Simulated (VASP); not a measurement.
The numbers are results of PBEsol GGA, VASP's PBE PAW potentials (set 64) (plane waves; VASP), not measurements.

Input for VASP

INCAR:
```
SYSTEM  =  Ga4P3Sb
PREC  =  Accurate; ENCUT  =  400; LREAL  =  .FALSE.
LASPH  =  .TRUE.; ICHARG  =  11
EDIFF  =  1E-7; NELM  =  100; ALGO  =  Normal
LMAXMIX  =  4
ISMEAR  =  0; SIGMA  =  0.05
GGA  =  PS
LWAVE  =  .FALSE.; LCHARG  =  .FALSE.; LORBIT  =  11
```

### KPOINTS
```
k-points along high-symmetry lines
15
Line-mode
Reciprocal
  0.000000   0.000000   0.000000 ! GAMMA
  0.000000   0.500000   0.000000 ! X

  0.000000   0.500000   0.000000 ! X
  0.500000   0.500000   0.000000 ! M

  0.500000   0.500000   0.000000 ! M
  0.000000   0.000000   0.000000 ! GAMMA

  0.000000   0.000000   0.000000 ! GAMMA
  0.500000   0.500000   0.500000 ! R

  0.500000   0.500000   0.500000 ! R
  0.000000   0.500000   0.000000 ! X

  0.500000   0.500000   0.500000 ! R
  0.500000   0.500000   0.000000 ! M
```

**POSCAR**
```
Ga4P3Sb
1
    5.6031540417     0.0000000000     0.0000000000
    0.0000000000     5.6031540417     0.0000000000
    0.0000000000     0.0000000000     5.6031540417
Ga Sb P
4 1 3
Direct
  0.9875246618   0.9875246618   0.9875246618
  0.5124753382   0.5124753382   0.9875246618
  0.5124753382   0.9875246618   0.5124753382
  0.9875246618   0.5124753382   0.5124753382
  0.2500000000   0.2500000000   0.2500000000
  0.7500000000   0.7500000000   0.2500000000
  0.7500000000   0.2500000000   0.7500000000
  0.2500000000   0.7500000000   0.7500000000
```

POTCAR, in this order: Ga_d Sb P (PBE.64 set). Program: vasp_std. Read from the step before: CHGCAR.

The run wrote:

### OSZICAR
```
       N       E                     dE             d eps       ncg     rms          rms(c)
DAV:   1     0.563395013627E+03    0.56340E+03   -0.28865E+04  8059   0.207E+03
DAV:   2     0.516253632222E+02   -0.51177E+03   -0.49997E+03  8391   0.531E+02
DAV:   3    -0.301518064164E+02   -0.81777E+02   -0.78632E+02  9015   0.158E+02
DAV:   4    -0.353299873925E+02   -0.51782E+01   -0.51094E+01  9609   0.392E+01
DAV:   5    -0.354968954289E+02   -0.16691E+00   -0.16584E+00 10656   0.666E+00
DAV:   6    -0.355027738657E+02   -0.58784E-02   -0.58654E-02 10912   0.113E+00
DAV:   7    -0.355028691273E+02   -0.95262E-04   -0.95226E-04 10627   0.149E-01
DAV:   8    -0.355028713322E+02   -0.22049E-05   -0.22047E-05 10724   0.215E-02
DAV:   9    -0.355028713965E+02   -0.64305E-07   -0.64003E-07  7270   0.262E-03
   1 F= -.35502871E+02 E0= -.35502871E+02  d E =-.204100E-07
```

### OUTCAR
```
 val. band max:        4.8605499451   @ k =   0.0000   0.0000   0.0000

 cond. band min:       5.2070907406   @ k =   0.0000   0.0000   0.0000



 k-point     1 :       0.0000    0.0000    0.0000
  band No.  band energies     occupation
      1     -10.0561      2.00000
      2     -10.0561      2.00000
      3     -10.0522      2.00000
      4      -9.9581      2.00000
      5      -9.9581      2.00000
      6      -9.9581      2.00000
      7      -9.9140      2.00000
      8      -9.9140      2.00000
      9      -9.9140      2.00000
     10      -9.8982      2.00000
     11      -9.8982      2.00000
     12      -9.8982      2.00000
     13      -9.8953      2.00000
     14      -9.8953      2.00000
     15      -9.8953      2.00000
     16      -9.8726      2.00000
     17      -9.8726      2.00000
     18      -9.8549      2.00000
     19      -9.8549      2.00000
     20      -9.8549      2.00000
     21      -7.6009      2.00000
     22      -4.9917      2.00000
     23      -4.9917      2.00000
     24      -4.0342      2.00000
     25      -2.1147      2.00000
     26      -2.1147      2.00000
     27      -2.1147      2.00000
     28       1.8962      2.00000
     29       1.8962      2.00000
     30       1.8962      2.00000
     31       2.1055      2.00000
     32       2.1055      2.00000
     33       2.1055      2.00000
     34       4.8605      2.00000
     35       4.8605      2.00000
     36       4.8605      2.00000
     37       5.2071      0.00000
     38       6.1754      0.00000
     39       6.1754      0.00000
     40       6.1754      0.00000
     41       6.3265      0.00000
     42       6.3265      0.00000
     43       6.6888      0.00000

 k-point     2 :       0.0000    0.0357    0.0000
  band No.  band energies     occupation
      1     -10.0560      2.00000
      2     -10.0559      2.00000
      3     -10.0519      2.00000
      4      -9.9584      2.00000
      5      -9.9579      2.00000
      6      -9.9579      2.00000
...
```

The density is held fixed in this step, so its total energy and stress have no physical meaning. Unless said otherwise, spin-orbit coupling is left out, though it shifts the bands of the heavy elements here.

The structure was generated: Ga4P3Sb was put into an ordered model structure (P-43m), which need not be its known phase. It was relaxed first.
